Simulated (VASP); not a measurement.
Given:

```
GaSi62
1.0
   10.93707     0.00000     0.00000
    0.00000    10.93707     0.00000
    0.00000     0.00000    10.93707
Si Ga
62 1
Direct
  0.50040   0.00095   0.00052
  0.62426   0.12728   0.12720
  0.74929   0.25080   0.00119
  0.87228   0.37590   0.12771
  0.74914   0.00124   0.25083
  0.87272   0.12735   0.37573
  0.99957   0.00031   0.00026
  0.12476   0.12517   0.12513
  0.25008   0.24949   0.00049
  0.37625   0.37496   0.12563
  0.49940   0.50065   0.00024
  0.62504   0.62314   0.12615
  0.75049   0.74957   0.00087
  0.87463   0.87525   0.12524
  0.24997   0.00047   0.24944
  0.37639   0.12581   0.37475
  0.50110   0.25321   0.25281
  0.74541   0.49735   0.25435
  0.87368   0.62305   0.37489
  0.49952   0.00045   0.50043
  0.62526   0.12578   0.62350
  0.74687   0.25335   0.49844
  0.87427   0.37484   0.62357
  0.75052   0.00047   0.74988
  0.87476   0.12519   0.87520
  0.99904   0.49960   0.00074
  0.12393   0.62465   0.12309
  0.25018   0.74980   0.99924
  0.37535   0.87604   0.12305
  0.99883   0.25078   0.25064
  0.12525   0.37447   0.37440
  0.24763   0.50036   0.24780
  0.37410   0.62595   0.36641
  0.49969   0.75231   0.24770
  0.62552   0.87476   0.37446
  0.99933   0.00087   0.49952
  0.12425   0.12329   0.62464
  0.24790   0.24803   0.50025
  0.37428   0.36696   0.62566
  0.63336   0.62591   0.62579
  0.75221   0.75227   0.50032
  0.87692   0.87599   0.62460
  0.25017   0.99921   0.74975
  0.37535   0.12338   0.87559
  0.49984   0.24808   0.75194
  0.62554   0.37452   0.87474
  0.75207   0.50027   0.75215
  0.87672   0.62462   0.87578
  0.99889   0.74957   0.24940
  0.12491   0.87464   0.37499
  0.99969   0.50057   0.50051
  0.12684   0.62410   0.62395
  0.25149   0.74864   0.49842
  0.37602   0.87331   0.62391
  0.99937   0.24949   0.74986
  0.12502   0.37500   0.87490
  0.25143   0.49851   0.74851
  0.37590   0.62413   0.87311
  0.50152   0.74861   0.74846
  0.62497   0.87468   0.87497
  0.00075   0.74976   0.74972
  0.12525   0.87463   0.87472
  0.49641   0.50413   0.50330
```
Cell charge +1.

Calculation: PBE GGA, VASP's PBE PAW potentials (set 64) (plane waves; VASP). Run with PREC = Normal, LREAL = Auto, ISYM = 0, NELECT = 250.0, 400 eV cut-off, 1×1×1 Γ-centred mesh, Gaussian smearing of 0.050 eV, potentials Si Ga. Starting moments (MAGMOM): 63*0.0317. The cell's moment is fixed (NUPDOWN = 2).

The cell is charged, with a uniform compensating background.  The supercell is sampled at Γ alone, which is coarse: total energies, pressure and levels can be off, energies of defects by several tenths of an eV.

**Question.** Predict the cell moment, energy per atom (σ→0).

**Answer.** 
```json
{
  "cell_moment": "2.00 μB",
  "energy per atom (σ→0)": "-5.327 eV/atom"
}
```

**Question.** Give the moment on each site (PAW-sphere projection).

**Answer.** 
| site | moment (μB) |
|---|---|
| Si1 | 0.01 |
| Si2 | 0.00 |
| Si3 | 0.01 |
| Si4 | 0.00 |
| Si5 | 0.01 |
| Si6 | 0.00 |
| Si7 | 0.01 |
| Si8 | 0.01 |
| Si9 | 0.01 |
| Si10 | 0.02 |
| Si11 | 0.01 |
| Si12 | 0.02 |
| Si13 | 0.01 |
| Si14 | 0.01 |
| Si15 | 0.01 |
| Si16 | 0.01 |
| Si17 | 0.09 |
| Si18 | 0.08 |
| Si19 | 0.02 |
| Si20 | 0.01 |
| Si21 | 0.02 |
| Si22 | 0.09 |
| Si23 | 0.02 |
| Si24 | 0.01 |
| Si25 | 0.01 |
| Si26 | 0.01 |
| Si27 | 0.01 |
| Si28 | 0.01 |
| Si29 | 0.01 |
| Si30 | 0.01 |
| Si31 | 0.01 |
| Si32 | 0.01 |
| Si33 | 0.01 |
| Si34 | 0.01 |
| Si35 | 0.01 |
| Si36 | 0.01 |
| Si37 | 0.01 |
| Si38 | 0.01 |
| Si39 | 0.01 |
| Si40 | 0.01 |
| Si41 | 0.01 |
| Si42 | 0.01 |
| Si43 | 0.01 |
| Si44 | 0.01 |
| Si45 | 0.01 |
| Si46 | 0.01 |
| Si47 | 0.01 |
| Si48 | 0.01 |
| Si49 | 0.01 |
| Si50 | 0.01 |
| Si51 | 0.01 |
| Si52 | 0.01 |
| Si53 | 0.00 |
| Si54 | 0.01 |
| Si55 | 0.01 |
| Si56 | 0.01 |
| Si57 | 0.00 |
| Si58 | 0.01 |
| Si59 | 0.00 |
| Si60 | 0.01 |
| Si61 | 0.01 |
| Si62 | 0.01 |
| Ga63 | 0.02 |

Only differences to runs with the same potentials and settings are physical.

The cell is a supercell with a defect, built from Si (diamond): Ga_Si-vac_Si, charge +1.
